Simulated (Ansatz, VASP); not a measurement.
# Cross-check of TiO2 (Rutile) between VASP and Ansatz, part 2 of 2

One calculation is typed for both programs; each brings its own data sets. How far apart do they land? The cell is taken from a series of runs on this material, whose earlier steps may have relaxed, scaled, displaced or heated it; both programs get it as it stands. Other levels of theory on this material are compared in a session of their own.

VASP 6.6.1 and Ansatz 0.2.0.

So far: The starting structure; VASP: relaxation of cell and atoms, PBE.

## Step 3: Ansatz: relaxation of cell and atoms, PBE

Level of this step: Ansatz beside VASP: Kohn-Sham DFT, plane waves, PBE (Ansatz).

Ansatz runs on its PAW soft_1 files.

The same cell, functional and mesh now go to Ansatz, which takes its cutoff from its data sets.

input.yaml reads:

```yaml
crystal:
  lattice:
    - [4.64353032, 0.0, 0.0]
    - [0.0, 4.64353032, 0.0]
    - [0.0, 0.0, 2.9636894479]
  atoms:
    - { symbol: O, position: [0.3051201455, 0.3051201455, 0.0] }
    - { symbol: O, position: [0.1948798545, 0.8051201455, 0.5] }
    - { symbol: O, position: [0.6948798545, 0.6948798545, 0.0] }
    - { symbol: O, position: [0.8051201455, 0.1948798545, 0.5] }
    - { symbol: Ti, position: [0.0, 0.0, 0.0] }
    - { symbol: Ti, position: [0.5, 0.5, 0.5] }
kpoints:
  mp_grid: { grid: [8, 8, 12] }
hamiltonian:
  xc: pbe
  pseudopotentials: { kind: paw, azcp: { folder: soft_1 } }
scf:
  occupations: { method: fixed }
output:
  forces: true
  stress: true
  eigenvalues: true
relax:
  adjacent_minimum: "off"
  f_tol: 0.001
  max_steps: 60
  cell: { stress_tol: 0.01 }
```

On the command line:

```console
$ ansatz run input.yaml --threads 4 --pin off --max-ram 16384MiB --backend cpu --events-out ev --progress --plain --runs-dir out
```

Numbers of over 12 decimals in the logs are rounded to 6 here.

Log:

```text
Engine: ansatz 0.2.0, x86_64-unknown-linux-gnu
Pseudopotentials: kind: paw
Pseudopotential: O, paw, valence charge 6, recommended cutoff 420 eV (normal), soft_1/O.paw.azcp
Pseudopotential: Ti, paw, valence charge 12, recommended cutoff 420 eV (normal), soft_1/Ti.paw.azcp
Functional definition: PBE
  parameter kappa = 0.804
  parameter beta = 0.066725
  exchange = pbe_x(kappa = kappa, mu = beta*pi^2/3)
  correlation = pbe_c(beta = beta)
Crystal: 6 atoms, lattice volume = 63.904 Å³
Basis set: ecut = 420 eV, 1241 PW (Γ), exchange–correlation on 64×64×40 points (8 copies of the dense FFT grid, shifted against one another)
Bands: 30, of which v1, the nominal top of the filled ones, is band 24 counted from 1 (23 counted from 0)
Symmetry: 16 space group operations
Space group: P42/mnm (ITA 136), of the structure as read, at distance tolerance 4.0e-5 Å
k-points: 105 of 768
Non-local potential: O, projectors of the file, l = 0: 2, l = 1: 2, l = 2: 1
Non-local potential: Ti, projectors of the file, l = 0: 3, l = 1: 2, l = 2: 3, l = 3: 1
PAW form: soft (Blöchl's): semilocal exchange-correlation on the pseudo side does not see the compensation charge
PAW one-centre angular grid: O, 110 points (default); XC on 64 Gauss nodes
PAW one-centre angular grid: Ti, 590 points (default); XC on 64 Gauss nodes
Initial density: superposition of atomic densities (chi_scale 0.1, normalization cell, long waves kept (reshape's long-wave potential 0.00 eV rms))
Initial wavefunctions: pseudopotential atomic-orbital guess
Functional: x = pbe(κ = 0.804, μ = 0.219515), c = pbe(β = 0.066725)
SCF iter   1: F=—  HF=-7277.486700 eV  |F-HF|=—  |Δ(HF+E_count)|=         —  Δρ=6.20e-2  dr2=2.40e0  ethr=3.10e-3  ⟨swp⟩=3.8  Hψ=9995  notcnv=0  defer=241
preconditioner: auto → Resta (q_TF=auto, 2.601 Å⁻¹)  ε∞=8.6  [insulator: Δε(μ)=2.074 eV  Ē_g=9.543 eV  n_scr=18 (ndim 8)  ℏωp=26.3 eV  f_vac=0.000  ε∞_Penn≈8.6]
SCF iter   2: F=—  HF=-7277.346333 eV  |F-HF|=—  |Δ(HF+E_count)|=   1.40e-1  Δρ=3.73e-2  dr2=7.14e-1  ethr=3.10e-3  ⟨swp⟩=2.1  Hψ=5582  notcnv=0  defer=162
SCF iter   3: F=—  HF=-7277.322801 eV  |F-HF|=—  |Δ(HF+E_count)|=   2.35e-2  Δρ=2.29e-2  dr2=3.55e-1  ethr=1.49e-3  ⟨swp⟩=2.0  Hψ=4690  notcnv=0  defer=176
SCF iter   4: F=—  HF=-7277.310114 eV  |F-HF|=—  |Δ(HF+E_count)|=   1.27e-2  Δρ=4.87e-3  dr2=1.40e-2  ethr=7.39e-4  ⟨swp⟩=2.0  Hψ=5133  notcnv=0  defer=200
SCF iter   5: F=—  HF=-7277.318211 eV  |F-HF|=—  |Δ(HF+E_count)|=   8.10e-3  Δρ=1.80e-3  dr2=2.43e-3  ethr=2.91e-5  ⟨swp⟩=2.0  Hψ=4692  notcnv=0  defer=415
SCF iter   6: F=—  HF=-7277.319549 eV  |F-HF|=—  |Δ(HF+E_count)|=   1.34e-3  Δρ=3.41e-4  dr2=5.72e-5  ethr=5.07e-6  ⟨swp⟩=2.0  Hψ=4501  notcnv=0  defer=419
SCF iter   7: F=—  HF=-7277.319712 eV  |F-HF|=—  |Δ(HF+E_count)|=   1.63e-4  Δρ=7.05e-5  dr2=3.18e-6  ethr=1.19e-7  ⟨swp⟩=2.0  Hψ=4762  notcnv=0  defer=165
SCF iter   8: F=—  HF=-7277.319715 eV  |F-HF|=—  |Δ(HF+E_count)|=   2.75e-6  Δρ=1.90e-5  dr2=2.05e-7  ethr=6.62e-9  ⟨swp⟩=2.5  Hψ=5062  notcnv=0  defer=165
SCF iter   9: F=-7277.319715 eV  HF=-7277.319715 eV  |F-HF|=5.95e-10  |Δ(HF+E_count)|=   5.06e-8  Δρ=2.65e-6  dr2=3.41e-9  ethr=2.08e-10  ⟨swp⟩=8.9  Hψ=12993  notcnv=0
SCF 1 converged in 9 iterations: F = -7277.319715 eV  dr2 = 3.41e-9
  greatest PAW one-centre occupation: 0.999 electrons in one spin orbital (limit 2), on the Ti atom at site 5 (counted from 0), in its partial waves of l = 0
relax step   1: F+E_penalty+E_count = -7277.31971461 eV  Δ(F+E_penalty+E_count) = +0.000e0 eV  max|allowed force component| = 2.704e-5 eV/Å  Δτ_max = 0.0000 Å  P = +0.005 GPa  Ω = 63.904 Å³  (9 SCF iters, dr2 threshold 1.00e-7 eV, accepted)
Initial density: handed on by an earlier stage of this run
Initial wavefunctions: pseudopotential atomic-orbital guess (no wavefunctions were taken with the density)
iter 1 solved again at ethr=5.88e-8 eV; its pass at ethr=3.10e-3 eV (dr2=2.82e-5 eV) is discarded
SCF iter   1: F=—  HF=-7277.319622 eV  |F-HF|=—  |Δ(HF+E_count)|=         —  Δρ=4.32e-6  dr2=6.95e-9  ethr=5.88e-8  ⟨swp⟩=3.4  Hψ=18645  notcnv=0  defer=381
preconditioner: auto → Resta (q_TF=auto, 2.601 Å⁻¹)  ε∞=9.0  [insulator: Δε(μ)=1.864 eV  Ē_g=9.305 eV  n_scr=18 (ndim 8)  ℏωp=26.3 eV  f_vac=0.024  ε∞_Penn≈9.0]
SCF iter   2: F=—  HF=-7277.319715 eV  |F-HF|=—  |Δ(HF+E_count)|=   9.29e-5  Δρ=3.24e-6  dr2=5.09e-9  ethr=1.45e-11  ⟨swp⟩=2.9  Hψ=6444  notcnv=0  defer=217
SCF iter   3: F=—  HF=-7277.319715 eV  |F-HF|=—  |Δ(HF+E_count)|=  2.66e-10  Δρ=1.56e-6  dr2=7.86e-10  ethr=1.06e-11  ⟨swp⟩=2.0  Hψ=3843  notcnv=0  defer=217
SCF iter   4: F=—  HF=-7277.319715 eV  |F-HF|=—  |Δ(HF+E_count)|=  9.19e-10  Δρ=4.81e-7  dr2=1.27e-10  ethr=1.64e-12  ⟨swp⟩=2.3  Hψ=4412  notcnv=0  defer=217
SCF iter   5: F=—  HF=-7277.319715 eV  |F-HF|=—  |Δ(HF+E_count)|=  1.49e-10  Δρ=4.84e-7  dr2=5.09e-11  ethr=1.00e-12  ⟨swp⟩=2.0  Hψ=3696  notcnv=0  defer=217
SCF iter   6: F=—  HF=-7277.319715 eV  |F-HF|=—  |Δ(HF+E_count)|=  1.27e-11  Δρ=2.98e-7  dr2=1.90e-11  ethr=1.00e-12  ⟨swp⟩=1.0  Hψ=2993  notcnv=0  defer=217
SCF iter   7: F=—  HF=-7277.319715 eV  |F-HF|=—  |Δ(HF+E_count)|=  3.64e-12  Δρ=1.25e-7  dr2=3.07e-12  ethr=1.00e-12  ⟨swp⟩=1.0  Hψ=2993  notcnv=0  defer=217
SCF iter   8: F=-7277.319715 eV  HF=-7277.319715 eV  |F-HF|=3.64e-12  |Δ(HF+E_count)|=    0.00e0  Δρ=4.09e-8  dr2=3.10e-13  ethr=1.00e-12  ⟨swp⟩=8.9  Hψ=13231  notcnv=0
SCF 2 converged in 8 iterations: F = -7277.319715 eV  dr2 = 3.10e-13
relax step   2: F+E_penalty+E_count = -7277.31971461 eV  Δ(F+E_penalty+E_count) = -1.908e-9 eV  max|allowed force component| = 2.358e-5 eV/Å  Δτ_max = 0.0000 Å  P = +0.005 GPa  Ω = 63.904 Å³  stress off target by 7.65e-3 GPa  SCF on the basis re-selected at this cell (its energy is not comparable with the rows above)  (8 SCF iters)
basis re-selected at this cell: Δ(F+E_penalty+E_count) = -1.908e-9 eV, ΔP = -0.000 GPa vs the last step (what re-selecting the basis moved, of the pressure what is left beyond the Pulay correction that the steps carried, after the strain that the cell walked since its last selection, with what the two solves' SCF thresholds leave and, on support functions, any second-order correction that the steps lacked; it is no m [...]
SCF converged after 8 iterations
Free energy (F): -7277.319715 eV
Harris-Foulkes:  -7277.319715 eV  (|F-HF|=3.64e-12)
Internal energy: -7277.319715 eV  (E = F + TS)
E sigma→0 (E₀):  -7277.319715 eV
Fermi energy:    8.682076 eV
--- Per-component energies (eV) ---
  E_band       = -410.526514
  E_kinetic    = 1229.528327
  E_local      = -3238.573058  (includes V_loc(G=0)·N_el)
  E_nonlocal   = 322.466114
  E_hartree    = 1222.853757
  E_xc         = -519.999763
  E_vxc        = -658.052700  (∫ρ·V_xc dr)
  E_paw        = -2729.332657  (= ΣΔE_a)
  E_vpaw       = -511.605694  (= ΣTr[D̂ρ^β])
  E_aug_tail   = 0.002983  (compensation charges beyond the density's cutoff)
  E_ewald      = -3564.265416
  E_smearing   = -0.000000  (= −TS)
  E_closure    = -0.000000  (closes the sum)
  Σ components = -7277.319715   (vs F -7277.319715, Δ=0.00e0)
--- Forces (eV/Å), atoms counted from 1 ---
  atom   1  O      0.00002358     0.00002358    -0.00000000
  atom   2  O     -0.00002358     0.00002358    -0.00000000
  atom   3  O     -0.00002358    -0.00002358     0.00000000
  atom   4  O      0.00002358    -0.00002358     0.00000000
  atom   5  Ti     0.00000000    -0.00000000    -0.00000000
  atom   6  Ti    -0.00000000     0.00000000    -0.00000000
  max |Σ_I F_I| component: 2.60e-18 eV/Å
--- Stress (GPa, compression-positive) ---
        0.007650       0.000000       0.000000
        0.000000       0.007650       0.000000
        0.000000       0.000000      -0.000293
  P = ⅓ Tr σ = 0.0050 GPa (0.050 kbar)
--- Band table (eV; the first three rows and the last of 105) ---
  k-point 0: bands = [... 20 lower, 8.0294, 8.2635, 8.2635, 8.6821, 10.5457, 10.8298, 11.0981, 11.1742, ... 2 higher]
  k-point 1: bands = [... 20 lower, 7.7267, 8.1244, 8.1244, 8.6578, 10.7270, 10.9005, 11.0462, 11.2623, ... 2 higher]
  k-point 2: bands = [... 20 lower, 7.0454, 7.7535, 7.7535, 8.5505, 10.9376, 11.0499, 11.1016, 11.4889, ... 2 higher]
  k-point 104: bands = [... 20 lower, 7.4781, 7.4781, 8.0188, 8.0188, 11.2419, 11.2419, 11.8546, 11.8546, ... 2 higher]
--- Relaxed structure (1 steps of the walk, 1 accepted, 1 SCFs on fresh bases) ---
  F+E_penalty+E_count = -7277.31971461 eV   max|allowed force component| = 2.358e-5 eV/Å   (the final SCF, on the basis selected at the relaxed cell)
  cell:  # Å, volume = 63.9042 Å³
    - [4.64353032, 0.0, 0.0]
    - [0.0, 4.64353032, 0.0]
    - [0.0, 0.0, 2.9636894479]
  atoms:
    - { symbol: O, position: [0.3051201455, 0.3051201455, 0.0] }
    - { symbol: O, position: [0.1948798545, 0.805120, 0.5] }
    - { symbol: O, position: [0.6948798545, 0.6948798545, 0.0] }
    - { symbol: O, position: [0.805120, 0.1948798545, 0.5] }
    - { symbol: Ti, position: [0.0, 0.0, 0.0] }
    - { symbol: Ti, position: [0.500000, 0.500000, 0.5] }
```

## Step 4: Differences

Known differences besides the potentials themselves: fixed occupations in Ansatz, narrow Gaussian smearing in VASP; the cutoff is 420 eV in Ansatz and 600 eV in VASP; Ansatz adds a Pulay correction to the stress that steers its cell, VASP none. Total energies have different zeros and are not compared.

The two programs side by side:

| quantity | Ansatz | VASP | difference |
| --- | --- | --- | --- |
| volume (Å³) | 63.90 | 64.01 | -0.16 % |
| edge a after relaxation, in the typed setting (Å) | 4.644 | 4.645 | -0.03 % |
| edge c after relaxation, in the typed setting (Å) | 2.964 | 2.967 | -0.10 % |

## Step 5: Summary of results

```json
{
 "difference in volume (relaxation of cell and atoms, PBE)": "-0.16 %"
}
```

What this shows: The difference in volume is -0.16 % (relaxation of cell and atoms, PBE), within the 1.2 % picked in this series as the mark of a large difference, as far as the stopping tolerances let one tell. 14 further runs of this series are not shown here. Such differences can come from data sets, numerical settings and the points named under the comparisons, not from the functional's error against experiment.

[Lines on the potential files, build, host, timing and source positions are cut from VASP's logs without a mark.]

[Logs are printed without paths, hosts, clocks, repeated set-up lines and the standing remarks that a program may print on its own settings, such as how far it seeks lower states.]

[Hosts, paths, dates, database ids (printed as entryN), source tags and the programs' standing remarks are cut or masked in the printed files.]
